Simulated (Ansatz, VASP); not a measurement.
# Cross-check of Zn (Zinc) between VASP and Ansatz, part 2 of 2

One calculation is typed for both programs; each brings its own data sets. How far apart do they land? The cell is taken from a series of runs on this material, whose earlier steps may have relaxed, scaled, displaced or heated it; both programs get it as it stands.

VASP 6.6.1 and Ansatz 0.2.0.

So far: The structure; VASP: zone-centre phonons, PBEsol, pair 1; Ansatz: zone-centre phonons, PBEsol, pair 1; Side by side.

### Step 5. VASP: zone-centre phonons, PBEsol, pair 2

Level of this step: PBEsol; plane waves and PAW (Zn) (VASP).

Second derivatives magnify differences that forces hide, and they need a tight electronic threshold. The cell compared in this pair holds 28.51 Å³, against 28.47 Å³ for the pair before.

Input file INCAR:

```
SYSTEM = Zn
PREC = Accurate
ENCUT = 500
EDIFF = 1E-08
NELM = 120
ISMEAR = 1
SIGMA = 0.2
LREAL = .FALSE.
ALGO = Normal
GGA = PS
NBANDS = 18
LORBIT = 11
LWAVE = .FALSE.
LCHARG = .FALSE.
ISIF = 2
IBRION = 8
LASPH = .TRUE.
GGA_COMPAT = .FALSE.
KPAR = 2
```

Input file POSCAR:

```
Zn
1.0
    2.5906392341      0.0000000000      0.0000000000
   -1.2953196171      2.2435593888      0.0000000000
    0.0000000000      0.0000000000      4.9058311780
Zn
2
Direct
    0.3333333333      0.6666666667      0.2500000000
    0.6666666667      0.3333333333      0.7500000000
```

Input file KPOINTS:

```
Automatic mesh
0
Gamma
18 18 8
0 0 0
```

Potentials, in the order of the species: Zn (PBE family, release 64).

Started as:

```
mpirun -np 2 vasp_std
```

Numbers of over 12 decimals in the logs are rounded to 6 here.

Log:

```text
[banner, memory and clock lines left out]
running    2 mpi-ranks, on    1 nodes
[...]
[... a notice as in an earlier step ...]

 LDA part: xc-table for (Slater+PW92), standard interpolation
 POSCAR, INCAR and KPOINTS ok, starting setup
[...]
entering main loop
       N       E                     dE             d eps       ncg     rms          rms(c)
DAV:   1     0.103294371116E+03    0.10329E+03   -0.12180E+04  6988   0.208E+03
DAV:   2     0.489998198073E+00   -0.10280E+03   -0.99997E+02  6682   0.292E+02
DAV:   3    -0.348536993454E+01   -0.39754E+01   -0.39613E+01  7542   0.660E+01
DAV:   4    -0.350547498535E+01   -0.20105E-01   -0.20100E-01  7366   0.470E+00
[...]
DAV:  11    -0.317086062952E+01    0.14646E-06   -0.60997E-07  7466   0.121E-02    0.221E-03
DAV:  12    -0.317086035503E+01    0.27449E-06   -0.13149E-08  5644   0.191E-03    0.520E-04
DAV:  13    -0.317086036220E+01   -0.71745E-08   -0.11493E-08  3778   0.209E-03
   1 F= -.31708604E+01 E0= -.31708388E+01  d E =-.646658E-04
[...]
RMM:   9    -0.198994757092E+00    0.12334E-06    0.72224E-10 54239   0.287E-05    0.154E-06
RMM:  10    -0.198994781716E+00   -0.24624E-07   -0.70627E-10 44344   0.116E-05    0.345E-07
RMM:  11    -0.198994787294E+00   -0.55778E-08    0.55231E-10 32714   0.706E-06    0.153E-07
 first order change of Fermi-energy  -0.12641E-04
 force on displaced ion       1 direction 1 :  -0.663  -0.000   0.000
 Linear response progress:
  Degree of freedom:   2/  2
       N       E                     dE             d eps       ncg     rms          rms(c)
RMM:   1    -0.225186025633E+00   -0.22519E+00   -0.77590E-03 13404   0.202E+00
RMM:   2    -0.222317425988E+00    0.28686E-02   -0.16046E-03 13468   0.501E-01    0.506E-02
RMM:   3    -0.222251351905E+00    0.66074E-04   -0.14047E-04 16974   0.736E-02    0.294E-02
RMM:   4    -0.222155639377E+00    0.95713E-04   -0.78246E-05 16944   0.330E-02    0.454E-03
[...]
RMM:   9    -0.222137790752E+00    0.77588E-06   -0.14336E-07 17659   0.653E-05    0.434E-06
RMM:  10    -0.222137828923E+00   -0.38171E-07   -0.78604E-08 17405   0.189E-05    0.136E-06
RMM:  11    -0.222137823524E+00    0.53992E-08   -0.37525E-08 13359   0.842E-06    0.421E-07
 first order change of Fermi-energy   0.17299E-04
 force on displaced ion       1 direction 3 :  -0.000   0.000  -2.496
 Linear response finished
```

OUTCAR, selected parts (step 5):

```text
  Total        0.1047975      0.1047975      0.0455903     -0.0000000      0.0000000      0.0000000
  in kB        5.8884962      5.8884962      2.5616877     -0.0000000      0.0000000      0.0000000
  external PRESSURE =       4.7795601 kB  Pullay stress =       0.0000000 kB

 POSITION                                       TOTAL-FORCE (eV/Angst)
 -----------------------------------------------------------------------------------
     -0.00000      1.49571      1.22646         0.000000      0.000000      0.000000
      1.29532      0.74785      3.67937        -0.000000      0.000000      0.000000
 -----------------------------------------------------------------------------------
    total drift:                               -0.000000      0.000000      0.000000

[... 1 part as in an earlier step ...]

[... 1 further part left out ...]
```

### Step 6. Ansatz: zone-centre phonons, PBEsol, pair 2

The same cell, functional, mesh and smearing now go to Ansatz, which takes its cutoff from its data sets.

The cell is taken from a series of runs on this material, whose earlier steps may have relaxed, scaled, displaced or heated it; both programs get it as it stands.

Input file input.yaml:

```yaml
crystal:
  lattice:
    - [2.5906392341, 0.0, 0.0]
    - [-1.2953196171, 2.2435593888, 0.0]
    - [0.0, 0.0, 4.905831178]
  atoms:
    - { symbol: Zn, position: [0.3333333333, 0.6666666667, 0.25] }
    - { symbol: Zn, position: [0.6666666667, 0.3333333333, 0.75] }
kpoints:
  mp_grid: { grid: [18, 18, 8] }
hamiltonian:
  xc: pbesol
  pseudopotentials: { kind: paw, azcp: { folder: soft_1 }, xc_functional: pbe }
scf:
  occupations: { method: methfessel_paxton, width: 0.2 }
output:
  eigenvalues: true
phonons:
  method: dfpt
```

Started as:

```
ansatz run input.yaml --threads 4 --pin off --max-ram 10240MiB --backend cpu --events-out ev --progress --plain --runs-dir out
```

Log:

```text
[...]
Crystal: 2 atoms, lattice volume = 28.514 Å³
Basis set: ecut = 420 eV, 563 PW (Γ), exchange–correlation on 36×36×72 points (8 copies of the dense FFT grid, shifted against one another)
Bands: 16, of which v1, the nominal top of the filled ones, is band 12 counted from 1 (11 counted from 0)
Symmetry: 24 space group operations
k-points: 455 of 2592 (irreducible under 4 space group operations, time reversal used)
[...]
k-point 1: bands = [... 8 lower, 4.4628, 4.6602, 4.6602, 6.6028, 9.9518, 23.6473, 30.5077, 30.5077]
  k-point 2: bands = [... 8 lower, 4.4923, 4.6424, 4.6424, 5.3780, 11.8424, 21.1325, 30.7928, 30.7928]
  k-point 454: bands = [... 8 lower, 4.7186, 4.7186, 9.0207, 9.0207, 16.0106, 16.0106, 17.6407, 17.6407]
[...]
ASR residual: 3.757e-5 → 0.000e0 eV/Å²; symmetrization residual: 2.065e-10 eV/Å²
  ASR residual per site (eV/Å²): 3.76e-5 3.76e-5
  Γ frequencies (cm⁻¹): 0.00 0.00 0.00 73.09 73.09 141.74
[...]
[key lines of the parts left out:]
SCF converged after 8 iterations
Free energy (F): -6561.815484 eV
Fermi energy:    11.917778 eV
```

### Step 7. Differences

Both answers:

```tsv
quantity	Ansatz	VASP	difference
optical mode 1 to 2 (cm⁻¹)	73.1	74.3	-1.58 %
optical mode 3 (cm⁻¹)	141.7	144.1	-1.63 %
```

Modes are paired by rising frequency, not by their patterns, so a pair may set unlike modes beside each other; they are those without the splitting of longitudinal modes.

### Step 8. What came out

| Item | Value |
| --- | --- |
| r.m.s. difference of the optical zone-centre modes, each program's sorted by frequency (zone-centre phonons, PBEsol, pair 1) | 3.0 cm⁻¹ |
| difference in optical mode 1 to 2 (zone-centre phonons, PBEsol, pair 1) | -3.5 % |
| r.m.s. difference of the optical zone-centre modes, each program's sorted by frequency (zone-centre phonons, PBEsol, pair 2) | 1.7 cm⁻¹ |
| difference in optical mode 3 (zone-centre phonons, PBEsol, pair 2) | -1.6 % |

The r.m.s. difference of the optical zone-centre modes, each program's sorted by frequency is 3.0 cm⁻¹ (zone-centre phonons, PBEsol, pair 1). Among the rows given in per cent, the largest difference of the zone-centre phonons, PBEsol, pair 1 pair is in optical mode 1 to 2, -3.5 %. Among the rows given in per cent, the largest difference of the zone-centre phonons, PBEsol, pair 2 pair is in optical mode 3, -1.6 %. Such differences can come from data sets, numerical settings and the points named under the comparisons, not from the functional's error against experiment.

[Lines on the potential files, build, host, timing and source positions are cut from VASP's logs without a mark.]

[Logs are printed without paths, hosts, clocks, repeated set-up lines and the standing remarks that a program may print on its own settings, such as how far it seeks lower states.]

[Hosts, paths, dates, database ids (printed as entryN), source tags and the programs' standing remarks are cut or masked in the printed files.]
